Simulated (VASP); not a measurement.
Given:

```
CELL_PARAMETERS angstrom
      0.00000     2.94204     2.94204
      2.94204     0.00000     2.94204
      2.94204     2.94204     0.00000
ATOMIC_POSITIONS crystal
  Pb 0.00000 0.00000 0.00000
  F  0.25000 0.25000 0.25000
  F  0.75000 0.75000 0.75000
```

Calculation: vdW-DF-cx, VASP's PBE PAW potentials (set 64) (plane waves; VASP 6.6.1). Run with 520 eV cut-off, 6×6×6 Γ-centred mesh, Gaussian smearing of 0.050 eV, potentials Pb_d F.

Question: The ions, cell shape and volume are relaxed. Which structure does the run end with?

Answer: 
```
CELL_PARAMETERS angstrom
      0.00000     2.95757     2.95757
      2.95757     0.00000     2.95757
      2.95757     2.95757     0.00000
ATOMIC_POSITIONS crystal
  Pb 0.00000 0.00000 0.00000
  F  0.25000 0.25000 0.25000
  F  0.75000 0.75000 0.75000
```
Space group Fm-3m (225), at a tolerance of 0.03 Å.

Question: How do energy and volume change from the first to the last step?

Answer: The energy (σ→0) changes by -1.0 meV/atom and the volume by +1.6 %, in 3 ionic steps.

| step | E(σ→0) (eV) | max force (eV/Å) | pressure (GPa) | volume (Å³) |
|---|---|---|---|---|
| 1 | -7.2868 | 0.000 | 1.26 | 50.93 |
| 2 | -7.2898 | 0.000 | -0.27 | 51.92 |
| 3 | -7.2900 | 0.000 | 0.01 | 51.74 |

The compound is PbF2 in the fluorite structure, the β form. This run relaxes it. Symmetry was kept, so distortions that lower it aren't found.
